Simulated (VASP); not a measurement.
Given:

```xyz
2
Lattice="0.0000 2.3225 2.3225 2.3225 0.0000 2.3225 2.3225 2.3225 0.0000" Properties=species:S:1:pos:R:3 pbc="T T T"
Na     0.0000     0.0000     0.0000
F      2.3225     2.3225     2.3225
```

Calculation: revTPSS meta-GGA, VASP's PBE PAW potentials (set 64) (plane waves; VASP). Run with 520 eV cut-off, 11×11×11 Γ-centred mesh, tetrahedra with Blöchl corrections, potentials Na_pv F.

Problem. The job: NaF (rock salt), 2 atoms, revTPSS, static run, 520 eV, 11×11×11 Γ-centred mesh. Roughly how much core time does it take on a busy server core?

Solution. About 30 core-seconds (one run on a shared machine, a rough figure). It had 56 irreducible k-points, 11 bands, up to 686 plane waves and 21 electronic steps.

The compound is NaF in the rock salt structure. It was relaxed first.
